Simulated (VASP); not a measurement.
Method: PBEsol GGA with spin-orbit coupling, VASP's PBE PAW potentials (set 64) (plane waves; VASP).

A VASP calculation is set up with these files.

File KPOINTS:
```
Automatic mesh
0
Gamma
7 7 7
0 0 0
```

### KPOINTS_OPT
```
k-points along high-symmetry lines
8
Line-mode
Reciprocal
  0.000000   0.000000   0.000000 ! GAMMA
  0.000000   0.500000   0.000000 ! X

  0.000000   0.500000   0.000000 ! X
  0.500000   0.500000   0.000000 ! M

  0.500000   0.500000   0.000000 ! M
  0.000000   0.000000   0.000000 ! GAMMA

  0.000000   0.000000   0.000000 ! GAMMA
  0.500000   0.500000   0.500000 ! R

  0.500000   0.500000   0.500000 ! R
  0.000000   0.500000   0.000000 ! X

  0.500000   0.500000   0.500000 ! R
  0.500000   0.500000   0.000000 ! M
```

**INCAR**
```
EDIFF=1E-6   # SCF stop (eV)
LASPH=.TRUE.
GGA=PS   # PBEsol
SIGMA=0.05   # width (eV)
ENCUT=520
GGA_COMPAT=.FALSE.
ISMEAR=0
SYSTEM=SrVO3
LSORBIT=.TRUE.
LREAL=.FALSE.   # projection in real space or not
MAGMOM=15*0
LCHARG=.FALSE.
LWAVE=.FALSE.
PREC=Accurate
ALGO=Normal
LMAXMIX=4   # l cut-off of mixed one-centre charges
NELM=100   # most electronic steps
```

**POSCAR**
```
SrVO3
1
    3.8155536819     0.0000000000     0.0000000000
    0.0000000000     3.8155536819     0.0000000000
    0.0000000000     0.0000000000     3.8155536819
Sr V O
1 1 3
Direct
  0.0000000000   0.0000000000   0.0000000000
  0.5000000000   0.5000000000   0.5000000000
  0.5000000000   0.0000000000   0.5000000000
  0.0000000000   0.5000000000   0.5000000000
  0.5000000000   0.5000000000   0.0000000000
```

POTCAR, in this order: Sr_sv V_sv O (PBE.64 set). Program: vasp_ncl.

Output of the run:

OSZICAR:
```
       N       E                     dE             d eps       ncg     rms          rms(c)
DAV:   1     0.482937270558E+03    0.48294E+03   -0.23571E+04  1920   0.181E+03
DAV:   2    -0.691728421629E+01   -0.48985E+03   -0.47845E+03  2240   0.509E+02
DAV:   3    -0.493914422180E+02   -0.42474E+02   -0.42133E+02  2400   0.156E+02
DAV:   4    -0.513184367496E+02   -0.19270E+01   -0.19044E+01  3032   0.267E+01
DAV:   5    -0.513663281784E+02   -0.47891E-01   -0.47883E-01  2752   0.362E+00    0.442E+01
DAV:   6    -0.428590272299E+02    0.85073E+01   -0.76249E+01  2544   0.750E+01    0.218E+01
DAV:   7    -0.421702897490E+02    0.68874E+00   -0.22611E+01  2296   0.502E+01    0.203E+01
DAV:   8    -0.414967476663E+02    0.67354E+00   -0.33252E+00  2352   0.192E+01    0.272E+00
DAV:   9    -0.415130547157E+02   -0.16307E-01   -0.18315E-01  2480   0.289E+00    0.132E+00
DAV:  10    -0.415042697281E+02    0.87850E-02   -0.28269E-02  2488   0.183E+00    0.444E-01
DAV:  11    -0.415041461138E+02    0.12361E-03   -0.40583E-03  2408   0.654E-01    0.181E-01
DAV:  12    -0.415041094368E+02    0.36677E-04   -0.10693E-03  2288   0.283E-01    0.548E-02
DAV:  13    -0.415041091813E+02    0.25546E-06   -0.16800E-04  2504   0.105E-01    0.482E-02
DAV:  14    -0.415040994745E+02    0.97068E-05   -0.55265E-05  2296   0.828E-02    0.102E-02
DAV:  15    -0.415041002817E+02   -0.80718E-06   -0.39145E-06  2128   0.152E-02
   1 F= -.41504100E+02 E0= -.41502328E+02  d E =-.354528E-02  mag=    -0.0000     0.0000    -0.0000
       N       E                     dE             ncg
       N       E                     dE             ncg
       N       E                     dE             ncg
```

OUTCAR:
```
------------------------ aborting loop because EDIFF is reached ----------------------------------------
  FORCE on cell =-STRESS in cart. coord.  units (eV):
  Direction    XX          YY          ZZ          XY          YZ          ZX
  --------------------------------------------------------------------------------------
  Total       -0.0205094     -0.0205094     -0.0205094      0.0000000      0.0000000      0.0000000
  in kB       -0.5915479     -0.5915479     -0.5915479      0.0000000      0.0000000      0.0000000
  external PRESSURE =      -0.5915479 kB  Pullay stress =       0.0000000 kB
  volume of cell :       55.55
      direct lattice vectors                 reciprocal lattice vectors
     3.815553682  0.000000000  0.000000000     0.262085161  0.000000000  0.000000000
     0.000000000  3.815553682  0.000000000     0.000000000  0.262085161  0.000000000
     0.000000000  0.000000000  3.815553682     0.000000000  0.000000000  0.262085161
 POSITION                                       TOTAL-FORCE (eV/Angst)
 -----------------------------------------------------------------------------------
      0.00000      0.00000      0.00000         0.000000      0.000000      0.000000
      1.90778      1.90778      1.90778         0.000000      0.000000      0.000000
      1.90778      0.00000      1.90778         0.000000      0.000000      0.000000
      0.00000      1.90778      1.90778         0.000000      0.000000      0.000000
      1.90778      1.90778      0.00000         0.000000      0.000000      0.000000
 -----------------------------------------------------------------------------------
    total drift:                                0.000000      0.000000      0.000000
  FREE ENERGIE OF THE ION-ELECTRON SYSTEM (eV)
  ---------------------------------------------------
  free  energy   TOTEN  =       -41.5041002817 eV

  energy  without entropy=      -41.5005549995  energy(sigma->0) =      -41.50232764

 Ion:    1  E_soc:     -0.1759182

 Ion:    2  E_soc:     -0.0161091

 Ion:    3  E_soc:     -0.0002319

 Ion:    4  E_soc:     -0.0002319

 Ion:    5  E_soc:     -0.0002319
```
(Selected blocks of OUTCAR.)

The compound is SrVO3 in the cubic perovskite structure. It was relaxed first.
